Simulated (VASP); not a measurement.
Input for VASP

### INCAR
```
SYSTEM = PtAl2
PREC = Accurate
ENCUT = 400
EDIFF = 1E-6
NELM = 100
ALGO = Normal
LREAL = .FALSE.
LASPH = .TRUE.
ISMEAR = 1
SIGMA = 0.1
GGA = PE
LMAXMIX = 6
LWAVE = .FALSE.
LCHARG = .FALSE.
ISIF = 2
ISPIN = 2
MAGMOM = 1.0 1.0 1.0 1.0 1.0
```

### POSCAR
```
PtAl2
1
    0.0000000000     2.9550000000     2.9550000000
    2.9550000000     0.0000000000     2.9550000000
    2.9550000000     2.9550000000     0.0000000000
Al Pt
2 1
Direct
  0.2500000000   0.2500000000   0.2500000000
  0.7500000000   0.7500000000   0.7500000000
  0.0000000000   0.0000000000   0.0000000000
```

KPOINTS:
```
Automatic mesh
0
Gamma
7 7 7
0 0 0
```

POTCAR, in this order: Al Pt (PBE.64 set). Program: vasp_std.

### Question
One choice in this input is risky. Which, and does it do harm here?

### Answer
The risk: MAGMOM holds more values than there are atoms. Here it does no harm: the run (PBE GGA, plane waves, VASP's PBE PAW potentials (set 64)) converges to the same energy and pressure as with the safe setting.
### OSZICAR
```
       N       E                     dE             d eps       ncg     rms          rms(c)
DAV:   1     0.382956330098E+02    0.38296E+02   -0.56481E+03  1160   0.749E+02
DAV:   2    -0.149338596018E+02   -0.53229E+02   -0.47529E+02  1338   0.152E+02
DAV:   3    -0.162370204449E+02   -0.13032E+01   -0.12977E+01  1452   0.229E+01
DAV:   4    -0.162470258068E+02   -0.10005E-01   -0.10004E-01  1324   0.240E+00
DAV:   5    -0.162471975864E+02   -0.17178E-03   -0.17178E-03  1462   0.323E-01    0.975E+00
DAV:   6    -0.163260525392E+02   -0.78855E-01   -0.20120E+00  1264   0.131E+01    0.263E+00
DAV:   7    -0.162661898232E+02    0.59863E-01   -0.17664E-01  1180   0.370E+00    0.174E+00
DAV:   8    -0.162380677117E+02    0.28122E-01   -0.24672E-02  1354   0.141E+00    0.663E-01
DAV:   9    -0.162357689013E+02    0.22988E-02   -0.23485E-03  1380   0.416E-01    0.231E-01
DAV:  10    -0.162358025177E+02   -0.33616E-04   -0.12010E-04  1314   0.721E-02    0.115E-01
DAV:  11    -0.162358896169E+02   -0.87099E-04   -0.66889E-05  1222   0.549E-02    0.469E-02
DAV:  12    -0.162358960264E+02   -0.64095E-05   -0.13595E-05  1284   0.266E-02    0.117E-02
DAV:  13    -0.162358959188E+02    0.10768E-06   -0.11656E-06  1138   0.768E-03
   1 F= -.16235896E+02 E0= -.16235681E+02  d E =-.644040E-03  mag=    -0.0007
```

The compound is PtAl2 in the fluorite structure. The cell was not relaxed at this level.
